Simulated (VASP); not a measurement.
Input for VASP

File KPOINTS:
```
Automatic mesh
0
Gamma
2 4 3
0 0 0
```

POSCAR:
```
GeSe
1
   11.3359480000     0.0000000000     0.0000000000
    0.0000000000     3.8140790000     0.0000000000
    0.0000000000     0.0000000000     4.6974770000
Ge Se
4 4
Direct
  0.1291000000   0.2500000000   0.1190000000
  0.8709000000   0.7500000000   0.8810000000
  0.3709000000   0.7500000000   0.6190000000
  0.6291000000   0.2500000000   0.3810000000
  0.8492800000   0.2500000000   0.5154700000
  0.1507200000   0.7500000000   0.4845300000
  0.6507200000   0.7500000000   0.0154700000
  0.3492800000   0.2500000000   0.9845300000
```

### INCAR
```
! general
SYSTEM  = GeSe
PREC    = Accurate
ENCUT   = 240   ! plane-wave cut-off (eV)
LREAL   = .False.
LASPH   = .True.   ! aspherical one-centre terms

! electronic loop
EDIFF   = 1E-6   ! SCF stop (eV)
NELM    = 100   ! most electronic steps
ALGO    = Normal   ! blocked Davidson
LMAXMIX = 4   ! l cut-off of mixed one-centre charges

! smearing
ISMEAR  = 0   ! Gaussian
SIGMA   = 0.01   ! width (eV)

! functional
GGA     = PE

! ions
ISIF    = 2

! output
LWAVE   = .False.
LCHARG  = .False.
```

POTCAR, in this order: Ge_d Se (PBE.64 set). Program: vasp_std.

Task: Write an equivalent input for Quantum ESPRESSO's pw.x.

Result: One equivalent input (not run):
```
&CONTROL
  calculation = 'scf'
  pseudo_dir = './pseudo'
  outdir = './out'
  tprnfor = .true.
  tstress = .true.
/
&SYSTEM
  ibrav = 0
  nat = 8
  ntyp = 2
  ecutwfc = 86
  occupations = 'smearing'
  smearing = 'gaussian'
  degauss = 0.000735
  input_dft = 'pbe'
/
&ELECTRONS
  conv_thr = 7.3e-08
  electron_maxstep = 100
/
ATOMIC_SPECIES
  Ge 72.630 Ge.upf
  Se 78.971 Se.upf
CELL_PARAMETERS angstrom
    11.3359480    0.0000000    0.0000000
     0.0000000    3.8140790    0.0000000
     0.0000000    0.0000000    4.6974770
ATOMIC_POSITIONS crystal
  Ge   0.1291000  0.2500000  0.1190000
  Ge   0.8709000  0.7500000  0.8810000
  Ge   0.3709000  0.7500000  0.6190000
  Ge   0.6291000  0.2500000  0.3810000
  Se   0.8492800  0.2500000  0.5154700
  Se   0.1507200  0.7500000  0.4845300
  Se   0.6507200  0.7500000  0.0154700
  Se   0.3492800  0.2500000  0.9845300
K_POINTS automatic
  2 4 3 0 0 0
```
What does not carry over: the potentials are each code's own (VASP's PAW set, PseudoDojo norm-conserving files in pw.x), so ENCUT and ecutwfc are chosen apart and not converted; conv_thr bounds pw.x's estimated SCF error, while EDIFF bounds the energy change between steps.

The structure comes from a computed database's GeSe entry; how it stands against other phases isn't given here. The cell was not relaxed at this level. The k-mesh is coarse (spacing up to 0.45 per Å, 2π included), so the numbers may not be converged in it. The run is one of a series of settings (ENCUT = 240 against the base run), some of them coarse on purpose.
